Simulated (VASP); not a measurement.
Output of a VASP run:

### OSZICAR
```
       N       E                     dE             d eps       ncg     rms          rms(c)
DAV:   1     0.355829620030E+02    0.35583E+02   -0.95006E+03  2280   0.148E+03
DAV:   2    -0.295068408695E+02   -0.65090E+02   -0.61335E+02  2824   0.274E+02
DAV:   3    -0.314665014359E+02   -0.19597E+01   -0.19315E+01  2988   0.359E+01
DAV:   4    -0.314802291567E+02   -0.13728E-01   -0.13712E-01  2736   0.317E+00
DAV:   5    -0.314803429939E+02   -0.11384E-03   -0.11383E-03  2936   0.243E-01    0.633E+01
DAV:   6    -0.290018892591E+02    0.24785E+01   -0.55438E+00  2688   0.163E+01    0.457E+01
DAV:   7    -0.289487665499E+02    0.53123E-01   -0.18548E+00  2836   0.972E+00    0.122E+01
DAV:   8    -0.288593477305E+02    0.89419E-01   -0.60407E-01  2636   0.568E+00    0.211E+00
DAV:   9    -0.288534368649E+02    0.59109E-02   -0.40992E-02  2640   0.164E+00    0.351E-01
DAV:  10    -0.288533398613E+02    0.97004E-04   -0.11271E-03  2784   0.305E-01    0.398E-01
DAV:  11    -0.288533370341E+02    0.28271E-05   -0.84778E-05  2764   0.747E-02    0.141E-01
DAV:  12    -0.288533349911E+02    0.20430E-05   -0.59172E-06  2764   0.213E-02    0.393E-02
DAV:  13    -0.288533349910E+02    0.11096E-09   -0.18690E-07  1564   0.429E-03
   1 F= -.23827367E+02 E0= -.23827408E+02  d E =-.238274E+02
       N       E                     dE             d eps       ncg     rms          rms(c)
DAV:   1    -0.286627876569E+02    0.19055E+00   -0.76868E+00  2288   0.288E+01    0.947E+00
DAV:   2    -0.284484271660E+02    0.21436E+00   -0.30160E-01  2284   0.582E+00    0.586E+00
DAV:   3    -0.283853719080E+02    0.63055E-01   -0.17355E-01  2616   0.396E+00    0.425E+00
DAV:   4    -0.283849145350E+02    0.45737E-03   -0.27698E-02  2676   0.120E+00    0.150E+00
DAV:   5    -0.283823306441E+02    0.25839E-02   -0.92499E-03  2612   0.666E-01    0.623E-01
DAV:   6    -0.283823264798E+02    0.41643E-05   -0.21751E-04  2692   0.135E-01    0.907E-02
DAV:   7    -0.283823274733E+02   -0.99348E-06   -0.47735E-06  2708   0.164E-02
   2 F= -.23750860E+02 E0= -.23750873E+02  d E =0.765069E-01
       N       E                     dE             d eps       ncg     rms          rms(c)
DAV:   1    -0.288733723309E+02   -0.49105E+00   -0.34801E+00  2288   0.193E+01    0.645E+00
DAV:   2    -0.287746818232E+02    0.98691E-01   -0.15311E-01  2288   0.403E+00    0.404E+00
DAV:   3    -0.287469523319E+02    0.27729E-01   -0.76075E-02  2616   0.256E+00    0.294E+00
DAV:   4    -0.287462866888E+02    0.66564E-03   -0.99859E-03  2696   0.727E-01    0.656E-01
DAV:   5    -0.287455543267E+02    0.73236E-03   -0.26287E-03  2624   0.337E-01    0.448E-01
DAV:   6    -0.287455496259E+02    0.47008E-05   -0.70572E-05  2716   0.707E-02    0.520E-02
DAV:   7    -0.287455499000E+02   -0.27406E-06   -0.28304E-06  2628   0.111E-02
   3 F= -.23849916E+02 E0= -.23849951E+02  d E =-.225495E-01
       N       E                     dE             d eps       ncg     rms          rms(c)
DAV:   1    -0.287429869793E+02    0.25626E-02   -0.33516E-04  2308   0.187E-01    0.575E-02
DAV:   2    -0.287429775664E+02    0.94129E-05   -0.14502E-05  2316   0.392E-02    0.355E-02
DAV:   3    -0.287429749959E+02    0.25705E-05   -0.69468E-06  2628   0.245E-02    0.277E-02
DAV:   4    -0.287429748828E+02    0.11316E-06   -0.73239E-07  1284   0.661E-03
   4 F= -.23849925E+02 E0= -.23849960E+02  d E =-.225580E-01
```

**OUTCAR**
```
------------------------ aborting loop because EDIFF is reached ----------------------------------------
  FORCE on cell =-STRESS in cart. coord.  units (eV):
  Direction    XX          YY          ZZ          XY          YZ          ZX
  --------------------------------------------------------------------------------------
  Total        4.9133516      4.9133526      4.8501139      0.0000000      0.0000000     -0.0000000
  in kB      301.2447178    301.2447767    297.3675213      0.0000000      0.0000000     -0.0000000
  external PRESSURE =      -0.0476614 kB  Pullay stress =     300.0000000 kB
  volume of cell :       26.13
      direct lattice vectors                 reciprocal lattice vectors
     1.507418664 -2.610925968 -0.000000000     0.331692855 -0.191502940 -0.000000000
     1.507418664  2.610925968  0.000000000     0.331692855  0.191502940  0.000000000
     0.000000000 -0.000000000  3.319789478     0.000000000 -0.000000000  0.301223920
 POSITION                                       TOTAL-FORCE (eV/Angst)
 -----------------------------------------------------------------------------------
      1.50742      2.61093      0.00000        -0.000000     -0.000000      0.000000
      1.50742      0.87031      1.65989         0.000000     -0.000000     -0.000000
      1.50742     -0.87031      1.65989        -0.000000      0.000000      0.000000
 -----------------------------------------------------------------------------------
    total drift:                                0.000000      0.000000      0.000000
  FREE ENERGIE OF THE ION-ELECTRON SYSTEM (eV)
  ---------------------------------------------------
  free  energy   TOTEN  =       -28.7429748828 eV

  energy  without entropy=      -28.7430792161  energy(sigma->0) =      -28.74300966
  enthalpy is  TOTEN    =       -23.8499248347 eV   P V=        4.8930500481

 reached required accuracy - stopping structural energy minimisation
```
(Selected blocks of OUTCAR.)

**POSCAR**
```
HfB2
1
    1.5210760628    -2.6345812713     0.0000000000
    1.5210760628     2.6345812713     0.0000000000
    0.0000000000     0.0000000000     3.3490106572
Hf B
1 2
Direct
  0.0000000000   0.0000000000   0.0000000000
  0.3333330000   0.6666670000   0.5000000000
  0.6666670000   0.3333330000   0.5000000000
```

Q: Write an INCAR and KPOINTS that could have produced this output.

A: Several could match; the one computed here: the input of the run itself, LDA (Ceperley-Alder, Perdew-Zunger), plane waves, VASP's LDA PAW potentials (set 64).

INCAR:
```
SYSTEM  =  HfB2
PREC  =  Accurate; ENCUT  =  620; LREAL  =  .FALSE.
LASPH  =  .TRUE.
EDIFF  =  1E-6; NELM  =  100; ALGO  =  Normal
LMAXMIX  =  6
ISMEAR  =  1; SIGMA  =  0.1
IBRION  =  2; NSW  =  40; ISIF  =  3
EDIFFG  =  -0.02; PSTRESS  =  300
LWAVE  =  .FALSE.; LCHARG  =  .FALSE.
```

### KPOINTS
```
Automatic mesh
0
Gamma
12 12 9
0 0 0
```

POTCAR, in this order: Hf_pv B (LDA.64 set). Program: vasp_std.

Energy and stress use the plane-wave basis of the starting cell.

The compound is HfB2 in the AlB2 type structure. This run relaxes it under an external pressure of 30 GPa. Symmetry was kept, so distortions that lower it aren't found.
